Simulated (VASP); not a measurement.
Input:

```
CELL_PARAMETERS angstrom
      0.00000     1.92000     1.92000
      1.92000     0.00000     1.92000
      1.92000     1.92000     0.00000
ATOMIC_POSITIONS crystal
  Ir 0.00000 0.00000 0.00000
```

Calculation: vdW-DF2, VASP's PBE PAW potentials (set 64) (plane waves; VASP 6.6.1). Run with 520 eV cut-off, 15×15×15 Γ-centred mesh, first-order Methfessel-Paxton smearing of 0.10 eV, potentials Ir.

Energy and stress use the plane-wave basis of the starting cell.

Question: The ions, cell shape and volume are relaxed. Which structure does the run end with?

Answer: 
```
CELL_PARAMETERS angstrom
      0.00000     1.99236     1.99236
      1.99236     0.00000     1.99236
      1.99236     1.99236     0.00000
ATOMIC_POSITIONS crystal
  Ir 0.00000 0.00000 0.00000
```
Space group Fm-3m (225), at a tolerance of 0.03 Å.

Question: How do energy and volume change from the first to the last step?

Answer: The energy (σ→0) changes by -180.7 meV/atom and the volume by +11.7 %, in 5 ionic steps.

The compound is Ir in the fcc structure. This run relaxes it. Symmetry was kept, so distortions that lower it aren't found.
